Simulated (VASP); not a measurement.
Consider the following.

```
CELL_PARAMETERS angstrom
      2.38560    -4.13197     0.00000
      2.38560     4.13197     0.00000
      0.00000     0.00000     7.79382
ATOMIC_POSITIONS crystal
  Ag 0.66667 0.33333 0.50014
  Ag 0.33333 0.66667 0.00014
  I  0.66667 0.33333 0.87486
  I  0.33333 0.66667 0.37486
```

Method: revPBE GGA, VASP's PBE PAW potentials (set 64) (plane waves; VASP). Settings: 520 eV cut-off, 6×6×3 Γ-centred mesh, tetrahedra with Blöchl corrections, potentials Ag I.

Unless said otherwise, spin-orbit coupling is left out, though it shifts the bands of the heavy elements here.

Q: Predict the energy per atom (σ→0), band gap (on the k-mesh) with the smallest direct gap where there is one.

A: 
- band gap (on the k-mesh): 1.52 eV
- smallest direct gap (on the k-mesh): 1.52 eV
- energy per atom (σ→0): -2108 meV/atom

The compound is AgI in the wurtzite structure. It was relaxed first, which changed the volume by +12 %.
